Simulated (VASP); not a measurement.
The system is Sb.

```xyz
2
Lattice="2.1542 1.2437 3.7580 -2.1542 1.2437 3.7580 0.0000 -2.4875 3.7580" Properties=species:S:1:pos:R:3 pbc="T T T"
Sb    0.0000    0.0000    2.6324
Sb    0.0000    0.0000    8.6416
```

Base run:

```yaml
Program: VASP 6.6.1
Functional: PBEsol
Potentials_or_basis: VASP PAW PBE potentials, release 64 (Sb)
Cutoff: 520 eV
k_mesh: 9 × 9 × 9
Occupations: fermi-dirac, width 0.05 eV
Spin: no spin polarisation
```

Its results: band gap on the k mesh 0.08 eV, indirect (least direct gap 0.49 eV); pressure 0.2 GPa; largest force 0.177 eV/Å.

Problem. The run is repeated on the same cell with these changes: k mesh from 9 × 9 × 9 to 3 × 3 × 3. What comes out?

Solution. Band gap on the k mesh 1.30 eV, indirect (least direct gap 1.34 eV); pressure 1.0 GPa; largest force 0.138 eV/Å.

Caveats: some runs use coarse meshes; the PAW data sets were made with another functional, which shifts forces and pressure a little; spin-orbit coupling is left out, which moves the levels of the heavy elements; an odd mesh through Γ misses points on the zone boundary, where band edges often lie.
